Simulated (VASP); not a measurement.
An input for Quantum ESPRESSO's pw.x (written as the equivalent of a VASP run, and not itself run):

```
&CONTROL
  calculation = 'vc-relax'
  pseudo_dir = './pseudo'
  outdir = './out'
  tprnfor = .true.
  tstress = .true.
  nstep = 30
  forc_conv_thr = 0.00039
/
&SYSTEM
  ibrav = 0
  nat = 4
  ntyp = 2
  ecutwfc = 84
  occupations = 'smearing'
  smearing = 'gaussian'
  degauss = 0.003675
  input_dft = 'pw91'
/
&ELECTRONS
  conv_thr = 7.3e-09
  electron_maxstep = 100
/
&IONS
/
&CELL
  cell_dofree = 'shape'
/
ATOMIC_SPECIES
  Pb 207.200 Pb.upf
  O 15.999 O.upf
CELL_PARAMETERS angstrom
     3.9756069    0.0000000    0.0000000
     0.0000000    3.9756069    0.0000000
     0.0000000    0.0000000    5.2979832
ATOMIC_POSITIONS crystal
  Pb   0.5000000  0.0000000  0.7799030
  Pb   0.0000000  0.5000000  0.2200970
  O    0.5000000  0.5000000  0.0000000
  O    0.0000000  1.0000000  0.0000000
K_POINTS automatic
  6 6 4 0 0 0
```

Problem. Translate this input to VASP (INCAR, KPOINTS, POSCAR, choice of POTCAR).

Solution. Several could match; the one computed here: 
KPOINTS:
```
kpoints
0
Gamma
  6 6 4
0 0 0
```

**INCAR**
```
LREAL = .FALSE.   ! projection in real space or not
SYSTEM = PbO
LCHARG = .FALSE.
LASPH = .TRUE.   ! aspherical one-centre terms
LMAXMIX = 4   ! l cut-off of mixed one-centre charges
ISMEAR = 0
PREC = Accurate
ALGO = Normal   ! blocked Davidson
SIGMA = 0.05
GGA = 91   ! PW91
ISIF = 4   ! ions and shape, fixed volume
NELM = 100
ENCUT = 520   ! plane-wave cut-off (eV)
EDIFF = 1E-7   ! SCF stop (eV)
EDIFFG = -0.01   ! ionic stop
NSW = 30
LWAVE = .FALSE.
IBRION = 2   ! conjugate gradients
```

File POSCAR:
```
PbO
1
    3.9756069277     0.0000000000     0.0000000000
    0.0000000000     3.9756069277     0.0000000000
    0.0000000000     0.0000000000     5.2979832012
Pb O
2 2
Direct
  0.5000000000   0.0000000000   0.7799030363
  0.0000000000   0.5000000000   0.2200969637
  0.5000000000   0.5000000000   0.0000000000
  0.0000000000   1.0000000000   0.0000000000
```

POTCAR, in this order: Pb_d O (PBE.64 set). Program: vasp_std.

The two are equivalent in intent, not identical: the potentials are each code's own (VASP's PAW set, PseudoDojo norm-conserving files in pw.x), so ENCUT and ecutwfc are chosen apart and not converted; conv_thr bounds pw.x's estimated SCF error, while EDIFF bounds the energy change between steps; forc_conv_thr acts on force components and is met together with etot_conv_thr.

The compound is PbO in the litharge structure. This cell is one point of a volume scan, at 0.94 of the reference volume. Symmetry was kept, so distortions that lower it aren't found.
